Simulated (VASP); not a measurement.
An input for Quantum ESPRESSO's pw.x (written as the equivalent of a VASP run, and not itself run):

```
&CONTROL
  calculation = 'scf'
  pseudo_dir = './pseudo'
  outdir = './out'
  tprnfor = .true.
  tstress = .true.
/
&SYSTEM
  ibrav = 0
  nat = 4
  ntyp = 3
  ecutwfc = 98
  occupations = 'tetrahedra'
  input_dft = 'pbesol'
  nspin = 2
  starting_magnetization(1) = 0.13
  starting_magnetization(2) = -0.13
/
&ELECTRONS
  conv_thr = 7.3e-09
  electron_maxstep = 100
/
ATOMIC_SPECIES
  Ni1 58.693 Ni.upf
  Ni2 58.693 Ni.upf
  O 15.999 O.upf
CELL_PARAMETERS angstrom
     4.1176734    2.0566919    2.0566919
     2.0566919    4.1176734    2.0566919
     2.0566919    2.0566919    4.1176734
ATOMIC_POSITIONS crystal
  Ni1  0.0000000  0.0000000  0.0000000
  Ni2  0.5000000  0.5000000  0.5000000
  O    0.2500000  0.2500000  0.2500000
  O    0.7500000  0.7500000  0.7500000
K_POINTS automatic
  10 10 10 0 0 0
```

Question: Write the VASP files for the same calculation (PBEsol).

Answer: Several could match; the one computed here: 
### KPOINTS
```
Automatic mesh
0
Gamma
10 10 10
0 0 0
```

**INCAR**
```
! general
SYSTEM  = NiO
PREC    = Accurate
ENCUT   = 520   ! plane-wave cut-off (eV)
LREAL   = .FALSE.   ! projection in real space or not
LASPH   = .TRUE.   ! aspherical one-centre terms

! electronic loop
EDIFF   = 1E-7   ! SCF stop (eV)
NELM    = 100   ! most electronic steps
ALGO    = Normal
LMAXMIX = 4   ! l cut-off of mixed one-centre charges

! smearing
ISMEAR  = -5   ! tetrahedra, Bloechl

! functional
GGA     = PS   ! PBEsol

! spin
ISPIN   = 2   ! spin-polarised
MAGMOM  = 1.3 -1.3 0.0 0.0

! ions
ISIF    = 2   ! forces and stress, cell fixed

! output
LWAVE   = .FALSE.
LCHARG  = .TRUE.
LORBIT  = 11   ! lm-projected
NEDOS   = 601

! other
LEFG    = .TRUE.
```

**POSCAR**
```
NiO
1
    4.1176733789     2.0566918651     2.0566918651
    2.0566918651     4.1176733789     2.0566918651
    2.0566918651     2.0566918651     4.1176733789
Ni O
2 2
Direct
  0.0000000000   0.0000000000   0.0000000000
  0.5000000000   0.5000000000   0.5000000000
  0.2500000000   0.2500000000   0.2500000000
  0.7500000000   0.7500000000   0.7500000000
```

POTCAR, in this order: Ni O (PBE.64 set). Program: vasp_std.

What does not carry over: the potentials are each code's own (VASP's PAW set, PseudoDojo norm-conserving files in pw.x), so ENCUT and ecutwfc are chosen apart and not converted; conv_thr bounds pw.x's estimated SCF error, while EDIFF bounds the energy change between steps; starting_magnetization is a fraction of the valence charge and MAGMOM a moment in μB, so they match only roughly; the field gradients of LEFG aren't asked of the other code.

The compound is NiO in the rock salt, AFM-II order structure. It was relaxed first.
